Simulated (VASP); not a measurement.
Computed with TPSS meta-GGA, VASP's PBE PAW potentials (set 64) (plane waves; VASP).

VASP input:

File POSCAR:
```
GdN
1
    0.0000000000     2.4865330807     2.4865330807
    2.4865330807     0.0000000000     2.4865330807
    2.4865330807     2.4865330807     0.0000000000
Gd N
1 1
Direct
  0.0000000000   0.0000000000   0.0000000000
  0.5000000000   0.5000000000   0.5000000000
```

KPOINTS:
```
Automatic
0
G
  11 11 11
0 0 0
```

### INCAR
```
# general
SYSTEM =GdN
PREC   =Accurate
ENCUT  =520
LREAL  =.False.
LASPH  =.True.

# electronic loop
EDIFF  =1E-6
NELM   =100
ALGO   =Normal
LMAXMIX=6
LMIXTAU=.True.

# smearing
ISMEAR =1
SIGMA  =0.1

# functional
METAGGA=TPSS

# ions
IBRION =2
NSW    =60
ISIF   =3
EDIFFG =-0.01

# output
LWAVE  =.False.
LCHARG =.False.
```

POTCAR, in this order: Gd_3 N (PBE.64 set). Program: vasp_std.

The run wrote:

### OUTCAR
```
 ion  position               nearest neighbor table
   1  0.000  0.000  0.000-   2 2.49   2 2.49   2 2.49   2 2.49   2 2.49   2 2.49
   2  0.500  0.500  0.500-   1 2.49   1 2.49   1 2.49   1 2.49   1 2.49   1 2.49
  LATTYP: Found a face centered cubic cell.
 ALAT       =     4.9730661614
 Subroutine PRICEL returns:
 Original cell was already a primitive cell.
 Subroutine GETGRP returns: Found 48 space group operations
The static configuration has the point symmetry O_h .
The dynamic configuration has the point symmetry O_h .
 Subroutine INISYM returns: Found 48 space group operations
 Subroutine IBZKPT returns following result:
 Found     56 irreducible k-points:

 Following reciprocal coordinates:
            Coordinates               Weight
  0.000000  0.000000  0.000000      1.000000
  0.090909  0.000000  0.000000      8.000000
  0.181818  0.000000  0.000000      8.000000
  0.272727  0.000000  0.000000      8.000000
  0.363636  0.000000  0.000000      8.000000
  0.454545  0.000000  0.000000      8.000000
  0.090909  0.090909  0.000000      6.000000
  0.181818  0.090909  0.000000     24.000000
  0.272727  0.090909  0.000000     24.000000
  0.363636  0.090909  0.000000     24.000000
  0.454545  0.090909  0.000000     24.000000
 -0.454545  0.090909  0.000000     24.000000
 -0.363636  0.090909  0.000000     24.000000
 -0.272727  0.090909  0.000000     24.000000
 -0.181818  0.090909  0.000000     24.000000
 -0.090909  0.090909  0.000000     12.000000
  0.181818  0.181818  0.000000      6.000000
  0.272727  0.181818  0.000000     24.000000
  0.363636  0.181818  0.000000     24.000000
  0.454545  0.181818  0.000000     24.000000
 -0.454545  0.181818  0.000000     24.000000
 -0.363636  0.181818  0.000000     24.000000
 -0.272727  0.181818  0.000000     24.000000
 -0.181818  0.181818  0.000000     12.000000
...
```

OSZICAR:
```
       N       E                     dE             d eps       ncg     rms          rms(c)
DAV:   1     0.513369829143E+02    0.51337E+02   -0.72615E+03  1240   0.128E+03
DAV:   2    -0.135733125871E+02   -0.64910E+02   -0.59152E+02  1582   0.262E+02
DAV:   3    -0.172270828984E+02   -0.36538E+01   -0.35407E+01  1662   0.491E+01
DAV:   4    -0.172888050823E+02   -0.61722E-01   -0.61653E-01  1632   0.560E+00
DAV:   5    -0.172899849204E+02   -0.11798E-02   -0.11792E-02  1658   0.599E-01    0.320E+01
DAV:   6    -0.222450936265E+02   -0.49551E+01   -0.73003E+00  1238   0.315E+01    0.201E+01
DAV:   7    -0.216760197767E+02    0.56907E+00   -0.20475E+00  1518   0.125E+01    0.106E+01
DAV:   8    -0.221483301305E+02   -0.47231E+00   -0.44853E+00  1516   0.189E+01    0.392E+00
DAV:   9    -0.227556176396E+02   -0.60729E+00   -0.70485E-01  1341   0.108E+01    0.366E+00
DAV:  10    -0.227441646149E+02    0.11453E-01   -0.47523E-02  1606   0.224E+00    0.273E+00
DAV:  11    -0.227425080107E+02    0.16566E-02   -0.21044E-03  1376   0.433E-01    0.271E+00
DAV:  12    -0.227174697052E+02    0.25038E-01   -0.35439E-02  1456   0.117E+00    0.212E+00
DAV:  13    -0.227060436857E+02    0.11426E-01   -0.11088E-01  1487   0.176E+00    0.884E-01
DAV:  14    -0.227071990426E+02   -0.11554E-02   -0.27963E-03  1418   0.566E-01    0.830E-01
DAV:  15    -0.227072397198E+02   -0.40677E-04   -0.40164E-05  1679   0.501E-02    0.843E-01
DAV:  16    -0.227073397637E+02   -0.10004E-03   -0.38832E-05  1480   0.417E-02    0.807E-01
DAV:  17    -0.227071116883E+02    0.22808E-03   -0.89254E-04  1373   0.231E-01    0.943E-01
DAV:  18    -0.227065295950E+02    0.58209E-03   -0.50502E-04  1456   0.188E-01    0.789E-01
DAV:  19    -0.227062212399E+02    0.30836E-03   -0.91446E-04  1537   0.200E-01    0.425E-01
DAV:  20    -0.227060918673E+02    0.12937E-03   -0.27356E-04  1597   0.115E-01    0.217E-01
DAV:  21    -0.227060727682E+02    0.19099E-04   -0.16765E-05  1627   0.346E-02    0.149E-01
DAV:  22    -0.227060452515E+02    0.27517E-04   -0.68252E-05  1489   0.541E-02    0.348E-02
DAV:  23    -0.227060427726E+02    0.24789E-05   -0.52488E-06  1544   0.199E-02    0.461E-03
DAV:  24    -0.227060417211E+02    0.10515E-05   -0.78024E-07   829   0.703E-03    0.105E-02
DAV:  25    -0.227060412884E+02    0.43267E-06   -0.18536E-07   790   0.545E-03
   1 F= -.22706041E+02 E0= -.22706034E+02  d E =-.227060E+02
```

OUTCAR:
```
------------------------ aborting loop because EDIFF is reached ----------------------------------------
  FORCE on cell =-STRESS in cart. coord.  units (eV):
  Direction    XX          YY          ZZ          XY          YZ          ZX
  --------------------------------------------------------------------------------------
  Total        0.0026760      0.0026760      0.0026760      0.0000000      0.0000000     -0.0000000
  in kB        0.1394367      0.1394367      0.1394367      0.0000000      0.0000000     -0.0000000
  external PRESSURE =       0.1394367 kB  Pullay stress =       0.0000000 kB
  volume of cell :       30.75
      direct lattice vectors                 reciprocal lattice vectors
     0.000000000  2.486533081  2.486533081    -0.201083188  0.201083188  0.201083188
     2.486533081  0.000000000  2.486533081     0.201083188 -0.201083188  0.201083188
     2.486533081  2.486533081  0.000000000     0.201083188  0.201083188 -0.201083188
 POSITION                                       TOTAL-FORCE (eV/Angst)
 -----------------------------------------------------------------------------------
      0.00000      0.00000      0.00000        -0.000000     -0.000000      0.000000
      2.48653      2.48653      2.48653         0.000000      0.000000     -0.000000
 -----------------------------------------------------------------------------------
    total drift:                                0.000000      0.000000      0.000000
  FREE ENERGIE OF THE ION-ELECTRON SYSTEM (eV)
  ---------------------------------------------------
  free  energy   TOTEN  =       -22.7060412884 eV

  energy  without entropy=      -22.7060186235  energy(sigma->0) =      -22.70603373

 reached required accuracy - stopping structural energy minimisation
```
(Selected blocks of OUTCAR.)

The 4f electrons are frozen in the core of the lanthanide potential, so 4f levels, which can set the real gap, and their magnetism are missing.

The compound is GdN in the rock salt structure. It was relaxed first. The start is the result of an earlier pass.
